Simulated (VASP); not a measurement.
Here is the system:

```
CELL_PARAMETERS angstrom
     -0.01957     5.83043     5.88347
      5.83043    -0.01957     5.88347
      2.90543     2.90543     0.00000
ATOMIC_POSITIONS crystal
  Cd 0.99543 0.99543 0.00913
  Cd 0.99368 0.50682 0.99949
  Cd 0.50682 0.99368 0.99949
  Se 0.12604 0.12604 0.24792
  Se 0.16478 0.61150 0.22372
  Se 0.61150 0.16478 0.22372
  Se 0.60282 0.60282 0.29436
  Be 0.49892 0.49892 0.00217
```

The numbers are results of PBEsol GGA, VASP's PBE PAW potentials (set 64) (plane waves; VASP), not measurements. Settings: 400 eV cut-off, Gaussian smearing of 0.050 eV, potentials Cd Se Be.

Q: Give the energies of bands 23 to 36 at the high-symmetry points, in eV from the valence-band maximum.

A: 
```csv
band,Γ,Y,C0,Z,A0,T,S,R
23,-2.51,-2.88,-3.01,-3.87,-4.18,-4.32,-2.97,-4.19
24,-2.33,-2.74,-2.94,-2.97,-2.56,-2.51,-2.48,-2.91
25,-1.27,-2.24,-2.18,-2.89,-2.46,-2.39,-2.29,-2.61
26,-1.09,-2.14,-2.11,-2.75,-2.31,-2.20,-2.26,-2.55
27,-1.03,-1.54,-1.32,-2.73,-1.95,-1.99,-1.29,-2.15
28,-0.67,-1.03,-1.05,-2.33,-1.68,-1.20,-1.00,-1.94
29,-0.21,-0.95,-1.02,-2.22,-1.31,-0.87,-0.60,-1.64
30,-0.17,-0.73,-0.97,-1.27,-0.96,-0.86,-0.30,-1.28
31,0.00,-0.72,-0.41,-0.70,-0.93,-0.74,-0.28,-1.27
32,0.82,2.67,2.80,3.35,2.36,1.92,2.08,2.71
33,2.30,3.31,3.25,3.89,2.86,2.36,2.72,3.25
34,2.43,3.55,3.56,4.84,3.02,2.72,3.19,3.89
35,2.79,4.00,3.86,4.90,3.10,2.83,3.97,3.94
36,3.56,4.06,4.35,5.06,3.44,3.07,4.77,4.57
```

The gap is direct, 0.82 eV, from the valence maximum at Γ to the conduction minimum at Γ.

The structure was generated: BeCd3Se4 was put into an ordered model structure (Amm2), which need not be its known phase. It was relaxed first.
